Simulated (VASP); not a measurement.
An input for Ansatz (written as the equivalent of a VASP run, and not itself run):

Ansatz 0.2 input:
```yaml
crystal:
  lattice:
    - [2.7660205, 0.0000000, 0.0000000]
    - [0.0000000, 2.7660205, 0.0000000]
    - [0.0000000, 0.0000000, 2.7660205]
  atoms:
    - { symbol: Al, position: [0.5000000, 0.5000000, 0.5000000] }
    - { symbol: Co, position: [0.0000000, 0.0000000, 0.0000000] }
kpoints:
  mp_grid: { grid: [13, 13, 13] }
hamiltonian:
  xc: pbe
  pseudopotentials: { kind: paw }
scf:
  occupations: { method: methfessel_paxton, width: 0.1 }
  max_iter: 100
relax:
  max_steps: 40
  f_tol: 0.02
  cell: { p_target: 30 }
output: { forces: true, stress: true, eigenvalues: true }
```

Question: Translate this input to VASP (INCAR, KPOINTS, POSCAR, choice of POTCAR).

Answer: Several could match; the one computed here: 
INCAR:
```
GGA = PE
PREC = Accurate
LASPH = .TRUE.   ! aspherical one-centre terms
LWAVE = .FALSE.
SYSTEM = CoAl
SIGMA = 0.1   ! width (eV)
ALGO = Normal
PSTRESS = 300
EDIFF = 1E-6   ! SCF stop (eV)
ENCUT = 500   ! plane-wave cut-off (eV)
LCHARG = .FALSE.
NELM = 100
ISMEAR = 1   ! Methfessel-Paxton
ISIF = 3   ! ions, shape and volume
LMAXMIX = 4   ! l cut-off of mixed one-centre charges
EDIFFG = -0.02   ! ionic stop
NSW = 40
LREAL = .FALSE.
IBRION = 2
```

**KPOINTS**
```
kpoints
0
Gamma
13 13 13
0 0 0
```

File POSCAR:
```
CoAl
1
    2.7660205327     0.0000000000     0.0000000000
    0.0000000000     2.7660205327     0.0000000000
    0.0000000000     0.0000000000     2.7660205327
Al Co
1 1
Direct
  0.5000000000   0.5000000000   0.5000000000
  0.0000000000   0.0000000000   0.0000000000
```

POTCAR, in this order: Al Co (PBE.64 set). Program: vasp_std.

Limits of the translation: each code has its own PAW files, so the cut-off isn't converted (ENCUT is set for VASP's; basis.ecutwfc is left out, and Ansatz then takes the one that its files recommend); Ansatz stops its SCF on the density residual and VASP on the energy change (EDIFF).

The compound is CoAl in the CsCl type structure. This run relaxes it under an external pressure of 30 GPa. Symmetry was kept, so distortions that lower it aren't found.
